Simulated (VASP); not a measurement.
Data:

```xyz
4
Lattice="3.7521 0.0000 0.0000 0.0000 3.7521 0.0000 0.0000 0.0000 5.3023" Properties=species:S:1:pos:R:3 pbc="T T T"
Ba     1.8760     1.8760     2.6512
Sr     0.0000     0.0000     0.0000
O      1.8760     1.8760     0.0000
O      0.0000     0.0000     2.6512
```

Computed with LDA (Ceperley-Alder, Perdew-Zunger), VASP's LDA PAW potentials (set 64) (plane waves; VASP 6.6.1). Run with 520 eV cut-off, 7×7×5 Γ-centred mesh, tetrahedra with Blöchl corrections, potentials Ba_sv Sr_sv O.

The cores are frozen, which limits the accuracy of field gradients.

Q: Give the principal components of the electric field gradient (V/Å²) and the asymmetry η at each nucleus.

A: 
| atom | Vxx | Vyy | Vzz | η |
|---|---|---|---|---|
| Ba1 | -1.2 | -1.2 | 2.4 | 0.00 |
| Sr2 | 1.0 | 1.0 | -1.9 | 0.00 |
| O3 | 16.4 | 16.4 | -32.8 | 0.00 |
| O4 | -16.3 | -16.3 | 32.6 | 0.00 |

The structure comes from a computed database's BaSrO2 entry (P4/mmm); how it stands against other phases isn't given here. It was relaxed first, which changed the volume by -7 %.
